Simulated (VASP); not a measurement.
A VASP calculation is set up with these files.

### INCAR
```
SYSTEM = TiAu4
PREC = Accurate
ENCUT = 300
EDIFF = 1E-6
NELM = 100
ALGO = Normal
LREAL = .FALSE.
LASPH = .TRUE.
ISMEAR = 0
SIGMA = 0.272
GGA = PS
LMAXMIX = 6
LWAVE = .FALSE.
LCHARG = .FALSE.
ISIF = 2
```

### KPOINTS
```
Automatic mesh
0
Gamma
5 5 4
0 0 0
```

File POSCAR:
```
TiAu4
1
   -3.2093330000     3.2093330000     1.9421930000
    3.2093330000    -3.2093330000     1.9421930000
    3.2093330000     3.2093330000    -1.9421930000
Ti Au
1 4
Direct
  0.0016540000   0.0083750000   0.0035100000
  0.7704300000   0.5887350000   0.3859600000
  0.2097530000   0.3931140000   0.5947150000
  0.6109360000   0.2160630000   0.8264630000
  0.4072270000   0.7937130000   0.1893520000
```

POTCAR, in this order: Ti_sv Au (PBE.64 set). Program: vasp_std.

Write an equivalent input for Quantum ESPRESSO's pw.x.

One equivalent input (not run):
```
&CONTROL
  calculation = 'scf'
  pseudo_dir = './pseudo'
  outdir = './out'
  tprnfor = .true.
  tstress = .true.
/
&SYSTEM
  ibrav = 0
  nat = 5
  ntyp = 2
  ecutwfc = 84
  occupations = 'smearing'
  smearing = 'gaussian'
  degauss = 0.01999
  input_dft = 'pbesol'
/
&ELECTRONS
  conv_thr = 7.3e-08
  electron_maxstep = 100
/
ATOMIC_SPECIES
  Ti 47.867 Ti.upf
  Au 196.967 Au.upf
CELL_PARAMETERS angstrom
    -3.2093330    3.2093330    1.9421930
     3.2093330   -3.2093330    1.9421930
     3.2093330    3.2093330   -1.9421930
ATOMIC_POSITIONS crystal
  Ti   0.0016540  0.0083750  0.0035100
  Au   0.7704300  0.5887350  0.3859600
  Au   0.2097530  0.3931140  0.5947150
  Au   0.6109360  0.2160630  0.8264630
  Au   0.4072270  0.7937130  0.1893520
K_POINTS automatic
  5 5 4 0 0 0
```
Limits of the translation: the potentials are each code's own (VASP's PAW set, PseudoDojo norm-conserving files in pw.x), so ENCUT and ecutwfc are chosen apart and not converted; conv_thr bounds pw.x's estimated SCF error, while EDIFF bounds the energy change between steps.

The structure comes from a computed database's TiAu4 entry; how it stands against other phases isn't given here. The cell was not relaxed at this level, atoms are displaced from their ideal sites. The k-mesh is coarse (spacing up to 0.38 per Å, 2π included), so the numbers may not be converged in it.
